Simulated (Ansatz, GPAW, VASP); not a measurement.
# Fitting the PBE energy curve of ZnBi3

```
CELL_PARAMETERS angstrom
4.87316 0.00000 0.00000
0.00000 4.87316 0.00000
0.00000 0.00000 4.87316
ATOMIC_POSITIONS crystal
Bi 0.50000 0.50000 0.00000
Bi 0.50000 0.00000 0.50000
Bi 0.00000 0.50000 0.50000
Zn 0.00000 0.00000 0.00000
```

The cell comes from a database or a generator and needn't be the stable form of this composition.

The cell was scaled at fixed shape and fractions and run with Ansatz, Ansatz PAW, cutoff 420 eV; PBE, k mesh 6 × 6 × 6 on the cell of 4 atoms, fermi-dirac occupations of 0.05 eV, no spin polarisation, no spin-orbit coupling. Energies are those that the program minimises, any entropy of the smearing included. For a metal such a mesh isn't converged to the digits shown.

| V (Å³/atom) | energy over the lowest row (meV/atom) |
| --- | --- |
| 27.1957 | 17.516 |
| 27.7744 | 7.347 |
| 28.3530 | 1.672 |
| 28.9316 | 0.000 |
| 29.5103 | ? |
| 30.0889 | 6.925 |
| 30.6675 | 14.793 |

**Question.** Fit the third-order Birch-Murnaghan form, give V0, B0 and B′, and predict the energy left open.

**Answer.** With y = (V0/V)^(2/3), E = E0 + (9 V0 B0/16) [(y - 1)³ B′ + (y - 1)² (6 - 4y)]. Least squares through the rows shown give V0 = 28.9038 Å³/atom, E0 = -0.007 meV, B0 = 49.43 GPa (1 eV/Å³ = 160.218 GPa) and B′ = 4.82, with a largest miss of 0.003 meV. At V = 29.5103 the form with these constants gives 1.879 meV; the run gave 1.884 meV an atom. Other set-ups at this level, from all their volumes (Å³/atom, GPa): GPAW, GPAW PAW data sets (gpaw-data 1.2.1): V0 28.855, B0 49.62; VASP, PBE PAW files Bi_d, Zn, 520 eV: V0 28.913, B0 49.32.
